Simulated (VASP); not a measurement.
Input:

```xyz
6
Lattice="4.5290 0.0000 0.0000 0.0000 4.5290 0.0000 0.0000 0.0000 2.9358" Properties=species:S:1:pos:R:3 pbc="T T T"
Ti     0.0000     0.0000     0.0000
Ti     2.2645     2.2645     1.4679
O      1.3737     1.3737     0.0000
O      3.6382     0.8908     1.4679
O      0.8908     3.6382     1.4679
O      3.1552     3.1552     0.0000
```

All values below come from r2SCAN meta-GGA, VASP's PBE PAW potentials (set 64) (plane waves; VASP 6.6.1). Settings: 620 eV cut-off, 5×5×8 Γ-centred mesh, Gaussian smearing of 0.050 eV, potentials Ti_sv O.

Energy and stress use the plane-wave basis of the starting cell.

**Question.** The ions, cell shape and volume at an external pressure of 20.0 GPa are relaxed. What does this cell relax into?

**Answer.** 
```xyz
6
Lattice="4.4709 0.0000 0.0000 0.0000 4.4709 0.0000 0.0000 0.0000 2.9132" Properties=species:S:1:pos:R:3 pbc="T T T"
Ti     0.0000     0.0000     0.0000
Ti     2.2355     2.2355     1.4566
O      1.3525     1.3525     0.0000
O      3.5880     0.8829     1.4566
O      0.8829     3.5880     1.4566
O      3.1184     3.1184     2.9132
```
Space group P4_2/mnm (136), at a tolerance of 0.03 Å.

**Question.** How do energy and volume change from the first to the last step?

**Answer.** The energy (σ→0) changes by +30.7 meV/atom and the volume by -3.3 %, in 6 ionic steps.

```csv
step,E(σ→0) (eV),max force (eV/Å),pressure (GPa),volume (Å³)
1,-69.7304,0.007,10.01,60.22
2,-68.9043,0.454,42.46,54.93
3,-69.5589,0.139,19.80,58.36
4,-69.5544,0.142,20.00,58.32
5,-69.5445,0.040,20.05,58.22
6,-69.5462,0.017,20.04,58.23
```

The compound is TiO2 in the rutile structure. This run relaxes it under an external pressure of 20 GPa. Symmetry was kept, so distortions that lower it aren't found.
